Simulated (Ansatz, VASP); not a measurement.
## Two plane-wave programs on GeMo

```
Mo Ge
1.0
     2.99893    0.00000    0.00000
     0.00000    2.99893    0.00000
     0.00000    0.00000    2.99893
Mo Ge
1 1
Cartesian
  0.0000 0.0000 0.0000
  1.4995 1.4995 1.4995
```

Change from the starting cell: volume scaled by 0.9, PAW files.

Alike in both runs: task single point; functional r2SCAN; k mesh 14 × 14 × 14; occupations fermi-dirac, width 0.05 eV; no spin polarisation.

|  | VASP | Ansatz |
| --- | --- | --- |
| version | VASP 6.6.1 | Ansatz 0.2.0 |
| potentials or method | VASP PAW PBE potentials, release 64 (Mo_sv, Ge_d) | PAW with Ansatz's default frozen-core files, scalar-relativistic |
| plane-wave cutoff (eV) | 520 | 500 |
| valence electrons in the cell | 28 | 28 |

|  | VASP | Ansatz | Ansatz less VASP |
| --- | --- | --- | --- |
| pressure (GPa) | 27.8 | 27.2 | -0.62 |

The functional is the same, so the differences come from potentials, cutoffs and numerics.

Caveats: so large a pressure means that the cell lies far from this level's equilibrium, or that cutoff or potentials fall short (VASP); the potentials were made for another functional, which shifts forces and pressure (VASP).
